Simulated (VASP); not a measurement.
Here is the system:

```yaml
crystal:
  lattice:
    - [3.05290, 0.00000, 0.00000]
    - [0.00000, 3.14732, 0.00000]
    - [0.00000, 0.00000, 3.14732]
  atoms:
    - { symbol: Zn, position: [0.50000, 0.50000, 0.50000] }
    - { symbol: Au, position: [0.00000, 0.00000, 0.00000] }
```

These are r2SCAN meta-GGA, VASP's PBE PAW potentials (set 64) (plane waves; VASP) values and carry that method's errors. Settings: 480 eV cut-off, 10×10×10 Γ-centred mesh, first-order Methfessel-Paxton smearing of 0.10 eV, potentials Zn Au.

**Question.** Give the stress tensor in GPa (positive for a compressed cell).

**Answer.** 
```
5.09  0.00  0.00
0.00  5.04  0.00
0.00  0.00  5.04
```
The pressure is its mean diagonal, 5.06 GPa.

The compound is AuZn in the CsCl type structure. This cell was strained or had an atom moved on purpose. The electron count is odd and the run is not spin-polarised, which forces a metal.
